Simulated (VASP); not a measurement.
Output of a VASP run:

**OSZICAR**
```
       N       E                     dE             d eps       ncg     rms          rms(c)
DAV:   1     0.136240564357E+03    0.13624E+03   -0.87748E+03  1352   0.136E+03
DAV:   2    -0.383914665507E+01   -0.14008E+03   -0.13239E+03  1560   0.338E+02
DAV:   3    -0.108876581450E+02   -0.70485E+01   -0.69932E+01  1720   0.787E+01
DAV:   4    -0.111294203535E+02   -0.24176E+00   -0.24147E+00  1940   0.132E+01
DAV:   5    -0.111330059176E+02   -0.35856E-02   -0.35853E-02  1700   0.162E+00    0.897E+00
DAV:   6    -0.925759498051E+01    0.18754E+01   -0.99993E+00  1560   0.291E+01    0.370E+00
DAV:   7    -0.921056677237E+01    0.47028E-01   -0.80410E-01  1856   0.872E+00    0.173E+00
DAV:   8    -0.920358388041E+01    0.69829E-02   -0.94561E-02  1436   0.338E+00    0.455E-01
DAV:   9    -0.920063588850E+01    0.29480E-02   -0.26090E-02  1728   0.132E+00    0.127E-01
DAV:  10    -0.920099325453E+01   -0.35737E-03   -0.22375E-03  1412   0.474E-01    0.325E-02
DAV:  11    -0.920104825761E+01   -0.55003E-04   -0.53971E-04  1828   0.187E-01    0.392E-02
DAV:  12    -0.920102153377E+01    0.26724E-04   -0.11524E-04  1608   0.109E-01    0.424E-03
DAV:  13    -0.920102115829E+01    0.37548E-06   -0.54155E-06  1720   0.240E-02    0.120E-03
DAV:  14    -0.920102087745E+01    0.28084E-06   -0.28970E-07  1624   0.496E-03    0.293E-04
DAV:  15    -0.920102085884E+01    0.18612E-07   -0.24695E-08   832   0.201E-03
   1 F= -.92010209E+01 E0= -.92010209E+01  d E =0.000000E+00
```

**OUTCAR**
```
------------------------ aborting loop because EDIFF is reached ----------------------------------------
  FORCE on cell =-STRESS in cart. coord.  units (eV):
  Direction    XX          YY          ZZ          XY          YZ          ZX
  --------------------------------------------------------------------------------------
  Total       -0.0011245     -0.0011245     -0.0011245     -0.0000000      0.0000000     -0.0000000
  in kB       -0.0648852     -0.0648852     -0.0648852     -0.0000000      0.0000000     -0.0000000
  external PRESSURE =      -0.0648852 kB  Pullay stress =       0.0000000 kB
  volume of cell :       27.77
      direct lattice vectors                 reciprocal lattice vectors
     0.000000000  2.403454179  2.403454179    -0.208033922  0.208033922  0.208033922
     2.403454179  0.000000000  2.403454179     0.208033922 -0.208033922  0.208033922
     2.403454179  2.403454179  0.000000000     0.208033922  0.208033922 -0.208033922
  FREE ENERGIE OF THE ION-ELECTRON SYSTEM (eV)
  ---------------------------------------------------
  free  energy   TOTEN  =        -9.2010208588 eV

  energy  without entropy=       -9.2010208588  energy(sigma->0) =       -9.20102086

 total charge

# of ion       s       p       d       tot
------------------------------------------
    1        2.039   5.880   0.301   8.220
    2        1.541   3.458   0.000   4.999
--------------------------------------------------
tot          3.580   9.338   0.301  13.220
```
(Selected blocks of OUTCAR.)

**POSCAR**
```
CaO
1
    0.0000000000     2.4034541793     2.4034541793
    2.4034541793     0.0000000000     2.4034541793
    2.4034541793     2.4034541793    -0.0000000000
Ca O
1 1
Direct
  0.0000000000   0.0000000000   0.0000000000
  0.5000000000   0.5000000000   0.5000000000
```

Q: Reconstruct the remaining input files.

A: Several could match; the one computed here: the input of the run itself, optB88-vdW, plane waves, VASP's PBE PAW potentials (set 64).

File KPOINTS:
```
Automatic mesh
0
Gamma
11 11 11
0 0 0
```

INCAR:
```
AGGAC = 0.0
ALGO = Normal
EDIFF = 1E-7
ENCUT = 520
GGA = BO
ISIF = 2
ISMEAR = -5
LASPH = .True.
LCHARG = .True.
LORBIT = 11
LREAL = .False.
LUSE_VDW = .True.
LWAVE = .False.
NEDOS = 601
NELM = 100
PARAM1 = 0.1833333333
PARAM2 = 0.22
PREC = Accurate
SYSTEM = CaO
```

POTCAR, in this order: Ca_sv O (PBE.64 set). Program: vasp_std.

The compound is CaO in the rock salt structure. It was relaxed first.
